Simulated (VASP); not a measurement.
Calculation: r2SCAN meta-GGA, VASP's PBE PAW potentials (set 64) (plane waves; VASP).

VASP ran on this input.

### INCAR
```
SYSTEM = SiO2
PREC = Accurate
ENCUT = 520
EDIFF = 1E-7
NELM = 100
ALGO = Normal
LREAL = .FALSE.
LASPH = .TRUE.
ISMEAR = 0
SIGMA = 0.01
METAGGA = R2SCAN
LMIXTAU = .TRUE.
LWAVE = .FALSE.
LCHARG = .FALSE.
LOPTICS = .TRUE.
LPEAD = .TRUE.
NBANDS = 36
NEDOS = 1001
CSHIFT = 0.1
```

**KPOINTS**
```
Automatic
0
Gamma
  12 12 6
```

**POSCAR**
```
SiO2
9.431550
  0.2840535200  -0.0000000006   0.0000000000
 -0.1420268142   0.2459976169   0.0000000000
  0.0000000000   0.0000000000   0.5000000170
Si O
1 2
Cart
  0.0000000000   0.0000000000   0.0000000000
 -0.0000001782   0.1639984930   0.0955448248
  0.1420268840   0.0819991232   0.4044551921
```

POTCAR, in this order: Si O (PBE.64 set). Program: vasp_std.

Output

OUTCAR:
```
 ion  position               nearest neighbor table
   1  0.000  0.000  0.000-   2 1.79   3 1.79   3 1.79   2 1.79   3 1.79   2 1.79
   2  0.333  0.667  0.191-   1 1.79   1 1.79   1 1.79
   3  0.667  0.333  0.809-   1 1.79   1 1.79   1 1.79
  LATTYP: Found a hexagonal cell.
 ALAT       =     2.6790649765
 C/A-ratio  =     1.7602317232
 Subroutine PRICEL returns:
 Original cell was already a primitive cell.
 Subroutine GETGRP returns: Found 12 space group operations
The static configuration has the point symmetry D_3d.
The dynamic configuration has the point symmetry D_3d.
 Subroutine INISYM returns: Found 12 space group operations
 Subroutine IBZKPT returns following result:
 Found    100 irreducible k-points:

 Following reciprocal coordinates:
            Coordinates               Weight
  0.000000  0.000000  0.000000      1.000000
  0.083333 -0.000000  0.000000      6.000000
  0.166667 -0.000000  0.000000      6.000000
  0.250000  0.000000  0.000000      6.000000
  0.333333 -0.000000  0.000000      6.000000
  0.416667 -0.000000  0.000000      6.000000
  0.500000  0.000000  0.000000      3.000000
  0.083333  0.083333  0.000000      6.000000
  0.166667  0.083333  0.000000     12.000000
  0.250000  0.083333  0.000000     12.000000
  0.333333  0.083333  0.000000     12.000000
  0.416667  0.083333  0.000000     12.000000
  0.166667  0.166667  0.000000      6.000000
  0.250000  0.166667  0.000000     12.000000
  0.333333  0.166667  0.000000     12.000000
  0.416667  0.166667  0.000000      6.000000
  0.250000  0.250000  0.000000      6.000000
  0.333333  0.250000  0.000000     12.000000
  0.333333  0.333333  0.000000      2.000000
  0.000000  0.000000  0.166667      2.000000
  0.083333 -0.000000  0.166667      6.000000
 -0.000000  0.083333  0.166667      6.000000
...
```

OSZICAR:
```
       N       E                     dE             d eps       ncg     rms          rms(c)
DAV:   1     0.597196887629E+02    0.59720E+02   -0.69616E+03  7464   0.417E+02
DAV:   2    -0.333112993083E+02   -0.93031E+02   -0.88125E+02  8756   0.146E+02
DAV:   3    -0.357596013602E+02   -0.24483E+01   -0.24294E+01  8720   0.195E+01
DAV:   4    -0.357677448161E+02   -0.81435E-02   -0.81428E-02  8380   0.123E+00
DAV:   5    -0.357677776110E+02   -0.32795E-04   -0.32795E-04  8424   0.735E-02    0.123E+01
DAV:   6    -0.299578734034E+02    0.58099E+01   -0.47562E-01  8120   0.596E+00    0.602E+00
DAV:   7    -0.283163702540E+02    0.16415E+01   -0.78448E-01  8528   0.392E+00    0.262E+00
DAV:   8    -0.307720089447E+02   -0.24556E+01   -0.22710E-01  7720   0.273E+00    0.141E+00
DAV:   9    -0.286562233351E+02    0.21158E+01   -0.10427E-01  7580   0.186E+00    0.267E-01
DAV:  10    -0.287817857543E+02   -0.12556E+00   -0.60276E-02  7252   0.133E+00    0.210E-01
DAV:  11    -0.287746824480E+02    0.71033E-02   -0.28627E-03  7928   0.250E-01    0.162E-01
DAV:  12    -0.287788982933E+02   -0.42158E-02   -0.57245E-04  8124   0.132E-01    0.545E-02
DAV:  13    -0.287841273556E+02   -0.52291E-02   -0.19213E-03  7728   0.249E-01    0.365E-02
DAV:  14    -0.287836728167E+02    0.45454E-03   -0.12547E-04  8604   0.562E-02    0.432E-02
DAV:  15    -0.287835632028E+02    0.10961E-03   -0.14337E-05  8068   0.207E-02    0.294E-02
DAV:  16    -0.287844361362E+02   -0.87293E-03   -0.17476E-04  7420   0.736E-02    0.178E-02
DAV:  17    -0.287844423149E+02   -0.61786E-05   -0.40446E-06  8780   0.872E-03    0.154E-02
DAV:  18    -0.287844418673E+02    0.44756E-06   -0.12161E-08  7104   0.519E-04    0.154E-02
DAV:  19    -0.287844416980E+02    0.16928E-06   -0.17511E-09  6340   0.290E-04    0.152E-02
DAV:  20    -0.287844655516E+02   -0.23854E-04   -0.98942E-06  7328   0.185E-02    0.215E-03
DAV:  21    -0.287844682324E+02   -0.26808E-05   -0.54413E-07  8784   0.331E-03    0.239E-03
DAV:  22    -0.287844674333E+02    0.79907E-06   -0.28103E-08  7032   0.118E-03    0.174E-03
DAV:  23    -0.287844689288E+02   -0.14955E-05   -0.81646E-08  7268   0.194E-03    0.196E-03
DAV:  24    -0.287844682724E+02    0.65644E-06   -0.20444E-08  6712   0.687E-04    0.177E-03
DAV:  25    -0.287844679154E+02    0.35695E-06   -0.14717E-08  6788   0.674E-04    0.111E-03
DAV:  26    -0.287844675180E+02    0.39744E-06   -0.40164E-09  5132   0.379E-04    0.560E-04
DAV:  27    -0.287844673716E+02    0.14640E-06   -0.80864E-10  3968   0.154E-04    0.396E-04
DAV:  28    -0.287844675496E+02   -0.17806E-06   -0.47502E-10  3808   0.110E-04    0.156E-04
DAV:  29    -0.287844674751E+02    0.74503E-07   -0.31376E-10  3800   0.979E-05
   1 F= -.28784467E+02 E0= -.28784467E+02  d E =-.145116E-22
 imaginary and real dielectric function
```

### OUTCAR
```
------------------------ aborting loop because EDIFF is reached ----------------------------------------
  FORCE on cell =-STRESS in cart. coord.  units (eV):
  Direction    XX          YY          ZZ          XY          YZ          ZX
  --------------------------------------------------------------------------------------
  Total       -0.0467197     -0.0467197     -0.0069410      0.0000000     -0.0000000      0.0000000
  in kB       -2.5536415     -2.5536426     -0.3793882      0.0000006     -0.0000000      0.0000000
  external PRESSURE =      -1.8288908 kB  Pullay stress =       0.0000000 kB
  volume of cell :       29.31
      direct lattice vectors                 reciprocal lattice vectors
     2.679064976 -0.000000006  0.000000000     0.373264557  0.215504429  0.000000000
    -1.339533000  2.320138823  0.000000000     0.000000001  0.431008693  0.000000000
     0.000000000  0.000000000  4.715775160     0.000000000  0.000000000  0.212054215
 POSITION                                       TOTAL-FORCE (eV/Angst)
 -----------------------------------------------------------------------------------
      0.00000      0.00000      0.00000         0.000000      0.000000      0.000000
     -0.00000      1.54676      0.90114        -0.000000     -0.000000     -0.014251
      1.33953      0.77338      3.81464         0.000000      0.000000      0.014251
 -----------------------------------------------------------------------------------
    total drift:                                0.000000      0.000000      0.000000
  FREE ENERGIE OF THE ION-ELECTRON SYSTEM (eV)
  ---------------------------------------------------
  free  energy   TOTEN  =       -28.7844674751 eV

  energy  without entropy=      -28.7844674751  energy(sigma->0) =      -28.78446748

 plasma frequency squared (from intraband transitions) (eV^2)
  --------------------------------------------------------------------------------------
       0.000       0.000       0.000
       0.000       0.000       0.000
       0.000       0.000       0.000

 plasma frequency squared (from interband transitions, int dw w eps(2)(w)) (eV^2)
  --------------------------------------------------------------------------------------
     593.594       0.000      -0.000      -0.000       0.000       0.000
      -0.000       0.000     593.594       0.000       0.000      -0.000
       0.000      -0.000       0.000       0.000     587.667       0.000
```
(Selected blocks of OUTCAR.)

OUTCAR:
```
 val. band max:        3.3895518828   @ k =   0.1667  -0.0000   0.0000

 cond. band min:      10.6044005738   @ k =   0.0000   0.0000   0.0000


 Fermi energy:         3.4546984571

 k-point     1 :       0.0000    0.0000    0.0000
  band No.  band energies     occupation
      1     -19.2164      2.00000
      2     -15.2166      2.00000
      3      -1.9459      2.00000
      4       0.9533      2.00000
      5       0.9533      2.00000
      6       2.1680      2.00000
      7       2.1681      2.00000
      8       3.0578      2.00000
      9      10.6044      0.00000
     10      12.7377      0.00000
     11      17.4896      0.00000
     12      17.9330      0.00000
     13      17.9330      0.00000
     14      21.2876      0.00000
     15      21.2876      0.00000
     16      22.9892      0.00000
     17      27.6582      0.00000
     18      29.3028      0.00000
     19      29.3029      0.00000
     20      29.5138      0.00000
     21      31.6819      0.00000
     22      34.7408      0.00000
     23      34.7408      0.00000
     24      40.3703      0.00000
     25      40.3703      0.00000
     26      40.5923      0.00000
     27      43.1158      0.00000
     28      46.4457      0.00000
     29      46.4458      0.00000
     30      47.5976      0.00000
     31      47.5976      0.00000
     32      49.2830      0.00000
     33      49.6135      0.00000
     34      49.6135      0.00000
     35      52.8832      0.00000
     36      56.1315      0.00000

 k-point     2 :       0.0833   -0.0000    0.0000
  band No.  band energies     occupation
      1     -19.0921      2.00000
      2     -15.1717      2.00000
      3      -1.8684      2.00000
      4       0.3020      2.00000
      5       0.7723      2.00000
      6       1.7624      2.00000
      7       2.1839      2.00000
      8       3.2349      2.00000
      9      11.0759      0.00000
     10      13.1372      0.00000
     11      16.7325      0.00000
     12      18.1877      0.00000
...
```

The structure was generated: SiO2 was put into the CdI2 type (P-3m1), which need not be its known phase. It was relaxed first, which changed the volume by +13 %.
